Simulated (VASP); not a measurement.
Energy against volume of SnO (litharge). Computed with rev-vdW-DF2, VASP's PBE PAW potentials (set 64) (plane waves; VASP 6.6.1). Run with 520 eV cut-off, 6×6×5 Γ-centred mesh, Gaussian smearing of 0.050 eV, potentials Sn_d O.

Shape and ions are relaxed at each volume.

```
V (Å³/atom)  E (eV/atom)
-----------  -----------
17.360          -3.63202
17.897          -3.63442
18.434          -3.63375
18.970          -3.63080
```

Q: Fit these four points and predict the energy of the run at 16.823 Å³/atom.

A: A cubic in V^(−2/3), the third-order Birch-Murnaghan form, passes through the four points with V0 = 18.03 Å³/atom and B0 = 29 GPa, and gives -3.6256 eV/atom there. The run gave -3.6261 eV/atom, -0.6 meV/atom from the fit; all five points give B0 = 28 GPa.

The compound is SnO in the litharge structure. It was relaxed first.
